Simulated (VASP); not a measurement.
OSZICAR of a VASP run on HfB$_{2}$ (AlB2 type):

### OSZICAR
```
       N       E                     dE             d eps       ncg     rms          rms(c)
DAV:   1     0.459607825301E+02    0.45961E+02   -0.82395E+03  5480   0.129E+03
DAV:   2    -0.282034514765E+02   -0.74164E+02   -0.69951E+02  6792   0.299E+02
DAV:   3    -0.307377626252E+02   -0.25343E+01   -0.25017E+01  7288   0.422E+01
DAV:   4    -0.307595619938E+02   -0.21799E-01   -0.21787E-01  6768   0.425E+00
DAV:   5    -0.307598074891E+02   -0.24550E-03   -0.24546E-03  7160   0.368E-01    0.612E+01
DAV:   6    -0.286415955724E+02    0.21182E+01   -0.47221E+00  6688   0.147E+01    0.421E+01
DAV:   7    -0.285700870664E+02    0.71509E-01   -0.13965E+00  6952   0.831E+00    0.211E+01
DAV:   8    -0.285582363122E+02    0.11851E-01   -0.46100E-02  6504   0.168E+00    0.462E+00
DAV:   9    -0.285344531866E+02    0.23783E-01   -0.12848E-01  6648   0.250E+00    0.858E-01
DAV:  10    -0.285338125891E+02    0.64060E-03   -0.10678E-02  6424   0.802E-01    0.264E-01
DAV:  11    -0.285337516743E+02    0.60915E-04   -0.22299E-04  6752   0.135E-01    0.217E-01
DAV:  12    -0.285337338903E+02    0.17784E-04   -0.11273E-04  6672   0.744E-02    0.108E-02
DAV:  13    -0.285337335332E+02    0.35705E-06   -0.45012E-06  6576   0.186E-02
   1 F= -.28533734E+02 E0= -.28533600E+02  d E =-.266154E-03  mag=    -0.0000    -0.0000    -0.0000
       N       E                     dE             ncg
```

**Question.** Which electronic solver shows in the log?

**Answer.** It is blocked Davidson (ALGO = Normal, or the opening steps of other solvers). The INCAR had ALGO = Normal.

**Question.** How was spin treated?

**Answer.** With non-collinear spinors: mag has three components.

**Question.** Can the final energy be trusted as converged?

**Answer.** Self-consistency was reached. It stopped with EDIFF = 1E-6, NELM = 100 (PBEsol GGA with spin-orbit coupling, plane waves, VASP's PBE PAW potentials (set 64)).

The compound is HfB2 in the AlB2 type structure. It was relaxed first.
